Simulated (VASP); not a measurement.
A convergence study with VASP on Cu$_{2}$O (cuprite): one setting is varied, all else stays as given below, so the limit is that of these other settings.

```
Cu2O
1.0
    4.27000     0.00000     0.00000
    0.00000     4.27000     0.00000
    0.00000     0.00000     4.27000
Cu O
4 2
Direct
  0.75000   0.25000   0.75000
  0.25000   0.75000   0.75000
  0.75000   0.75000   0.25000
  0.25000   0.25000   0.25000
  0.00000   0.00000   0.00000
  0.50000   0.50000   0.50000
```

Level of theory: PBEsol GGA, VASP's PBE PAW potentials (set 64) (plane waves; VASP). The tightest run used: 700 eV cut-off, 10×10×10 Monkhorst-Pack mesh, Gaussian smearing of 0.050 eV, potentials Cu O.

Q: The settings run are 1×1×1 mesh; 2×2×2 mesh; 3×3×3 mesh; 4×4×4 mesh; 5×5×5 mesh; 6×6×6 mesh; 7×7×7 mesh; 8×8×8 mesh; 9×9×9 mesh; 10×10×10 mesh. From which on does the energy per atom stay within 0.005 eV/atom of the tightest run?

A: From 4×4×4 mesh on: it is off by 0.0017 there and by no more than 0.005 in any finer run, while 3×3×3 mesh is off by 0.0060.
```csv
setting,E (eV/atom),pressure (GPa),irreducible k-points,difference judged (eV/atom)
1×1×1 mesh,-4.2376,14.63,1,0.7551
2×2×2 mesh,-5.0386,-4.44,1,0.0460
3×3×3 mesh,-4.9867,-3.08,4,0.0060
4×4×4 mesh,-4.9944,-3.50,4,0.0017
5×5×5 mesh,-4.9921,-3.35,10,0.0006
6×6×6 mesh,-4.9929,-3.43,10,0.0002
7×7×7 mesh,-4.9926,-3.40,20,0.0001
8×8×8 mesh,-4.9927,-3.42,20,0.0000
9×9×9 mesh,-4.9927,-3.41,35,0.0000
10×10×10 mesh,-4.9927,-3.41,35,0.0000
```

Left out are rungs that failed or repeat a setting and relaxations that didn't move; long series are thinned to 24 rows.

The compound is Cu2O in the cuprite structure. The cell was not relaxed at this level.
